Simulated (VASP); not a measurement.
Level of theory: PBEsol GGA, VASP's PBE PAW potentials (set 64) (plane waves; VASP).

Input for VASP

File KPOINTS:
```
Regular mesh
0
gamma
  13 13 7
0 0 0
```

**POSCAR**
```
Gd
1
    1.7814864344    -3.0856248137    -0.0000000000
    1.7814864344     3.0856248137    -0.0000000000
   -0.0000000000    -0.0000000000     5.6268843662
Gd
2
Direct
  0.3333330000   0.6666670000   0.2500000000
  0.6666670000   0.3333330000   0.7500000000
```

**INCAR**
```
! general
SYSTEM  = Gd
PREC    = Accurate
ENCUT   = 520
LREAL   = F
LASPH   = T

! electronic loop
EDIFF   = 1E-7
NELM    = 100
ALGO    = Normal
LMAXMIX = 6

! smearing
ISMEAR  = -5

! functional
GGA     = PS

! ions
ISIF    = 2

! output
LWAVE   = F
LCHARG  = T
LORBIT  = 11
NEDOS   = 601
```

POTCAR, in this order: Gd_3 (PBE.64 set). Program: vasp_std.

Output

**OSZICAR**
```
       N       E                     dE             d eps       ncg     rms          rms(c)
DAV:   1     0.390213399828E+02    0.39021E+02   -0.89455E+03  2184   0.124E+03
DAV:   2    -0.822842332788E+01   -0.47250E+02   -0.46207E+02  2419   0.240E+02
DAV:   3    -0.100068060509E+02   -0.17784E+01   -0.16899E+01  2959   0.280E+01
DAV:   4    -0.100369967220E+02   -0.30191E-01   -0.30027E-01  2563   0.382E+00
DAV:   5    -0.100378443301E+02   -0.84761E-03   -0.84627E-03  3221   0.487E-01    0.232E+01
DAV:   6    -0.100340495155E+02    0.37948E-02   -0.23083E-02  2464   0.119E+00    0.139E+01
DAV:   7    -0.100407359841E+02   -0.66865E-02   -0.40948E-02  2339   0.157E+00    0.222E-01
DAV:   8    -0.100402899406E+02    0.44604E-03   -0.24395E-03  2554   0.375E-01    0.581E-02
DAV:   9    -0.100402852681E+02    0.46726E-05   -0.23503E-04  2886   0.113E-01    0.331E-02
DAV:  10    -0.100402821899E+02    0.30782E-05   -0.25577E-05  2646   0.365E-02    0.319E-02
DAV:  11    -0.100402824990E+02   -0.30911E-06   -0.35367E-06  2499   0.139E-02    0.138E-03
DAV:  12    -0.100402825146E+02   -0.15626E-07   -0.23875E-07  2424   0.356E-03
   1 F= -.10040283E+02 E0= -.10040283E+02  d E =0.000000E+00
```

### OUTCAR
```
------------------------ aborting loop because EDIFF is reached ----------------------------------------
  FORCE on cell =-STRESS in cart. coord.  units (eV):
  Direction    XX          YY          ZZ          XY          YZ          ZX
  --------------------------------------------------------------------------------------
  Total       -0.0805554     -0.0805554     -0.0271142      0.0000000     -0.0000000      0.0000000
  in kB       -2.0863231     -2.0863228     -0.7022369      0.0000000     -0.0000000      0.0000000
  external PRESSURE =      -1.6249609 kB  Pullay stress =       0.0000000 kB
  volume of cell :       61.86
      direct lattice vectors                 reciprocal lattice vectors
     1.781486434 -3.085624814  0.000000000     0.280664500 -0.162041736  0.000000000
     1.781486434  3.085624814  0.000000000     0.280664500  0.162041736  0.000000000
     0.000000000  0.000000000  5.626884366     0.000000000  0.000000000  0.177718242
 POSITION                                       TOTAL-FORCE (eV/Angst)
 -----------------------------------------------------------------------------------
      1.78149      1.02854      1.40672        -0.000000     -0.000000      0.000000
      1.78149     -1.02854      4.22016         0.000000      0.000000      0.000000
 -----------------------------------------------------------------------------------
    total drift:                                0.000003      0.000109     -0.000011
  FREE ENERGIE OF THE ION-ELECTRON SYSTEM (eV)
  ---------------------------------------------------
  free  energy   TOTEN  =       -10.0402825146 eV

  energy  without entropy=      -10.0402825146  energy(sigma->0) =      -10.04028251

 total charge

# of ion       s       p       d       tot
------------------------------------------
    1        0.365   6.247   1.185   7.796
    2        0.365   6.247   1.185   7.796
--------------------------------------------------
tot          0.729  12.494   2.369  15.593
```
(Selected blocks of OUTCAR.)

The 4f electrons are frozen in the core of the lanthanide potential, so 4f levels, which can set the real gap, and their magnetism are missing. For a metal the tetrahedron method with Blöchl corrections gives inexact stress and forces.

The compound is Gd in the hcp structure. It was relaxed first, which changed the volume by -6 %.
